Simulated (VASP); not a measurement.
## TaN: single point with LDA+U

The system is TaN.

```
Ta N
1.0
     0.00000    2.17900    2.17900
     4.35800    2.17900    2.17900
     4.35800    4.35800    0.00000
Ta N
2 2
Direct
  0.50000 0.50000 0.00000
  0.50000 0.50000 0.50000
  0.00000 0.00000 0.00000
  0.00000 0.00000 0.50000
```

```yaml
Program: VASP 6.6.1
Task: single point
Functional: LDA
Potentials_or_basis: VASP PAW LDA potentials, release 64 (Ta_pv, N)
Cutoff: 520 eV
k_mesh: 7 × 7 × 7
Occupations: gaussian, width 0.05 eV
Spin: collinear spin, typed start
Starting_moments: "[0.5, 0.5, 0.0, 0.0] μB"
Fixed_moment: 1 μB
Hubbard_terms: Ta d U = 7.0 eV
```

| Item | Value |
| --- | --- |
| Pressure | 24.7 GPa |
| Net moment | 1.00 μB per cell |
| Site moments | Ta +0.34; N +0.04 μB |
| Valence electrons inside the program's atomic spheres | Ta 8.85; N 3.80 |

Stress tensor (GPa, compression positive):
```
24.39  0.00  0.00
 0.00 24.90  0.00
 0.00  0.00 24.90
```

Eigenvalues of the final occupation matrices:
```tsv
site	spin	trace	eigenvalues
site 1 d	1	1.34	0.19 0.20 0.32 0.32 0.32
site 1 d	2	1.00	0.19 0.19 0.20 0.20 0.22
site 2 d	1	1.34	0.19 0.20 0.32 0.32 0.32
site 2 d	2	1.00	0.19 0.19 0.20 0.20 0.22
```

Wall time 90 s on 1 thread of Intel(R) Xeon(R) Platinum 8559C (Emerald Rapids) (shared host), peak memory 0.22 GiB.

Caveat: the total moment is fixed, so each spin has its own Fermi level. The state reached can hang on the start; a lower one may exist.
